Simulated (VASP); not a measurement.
Energy against volume of Cs (bcc). All values below come from revPBE GGA, VASP's PBE PAW potentials (set 64) (plane waves; VASP 6.6.1). Numerical set-up: 520 eV cut-off, 8×8×8 Γ-centred mesh, first-order Methfessel-Paxton smearing of 0.10 eV, potentials Cs_sv.

```tsv
V (Å³/atom)	E (eV/atom)
121.436	-0.74363
125.312	-0.74585
129.188	-0.74668
133.063	-0.74630
```

**Question.** Fit these four points and predict the energy of the run at 136.939 Å³/atom.

**Answer.** A cubic in V^(−2/3), the third-order Birch-Murnaghan form, passes through the four points with V0 = 129.83 Å³/atom and B0 = 2 GPa, and gives -0.7449 eV/atom there. The run gave -0.7448 eV/atom, +0.0 meV/atom from the fit; all five points give B0 = 2 GPa.

The compound is Cs in the bcc structure. It was relaxed first, which changed the volume by +14 %.
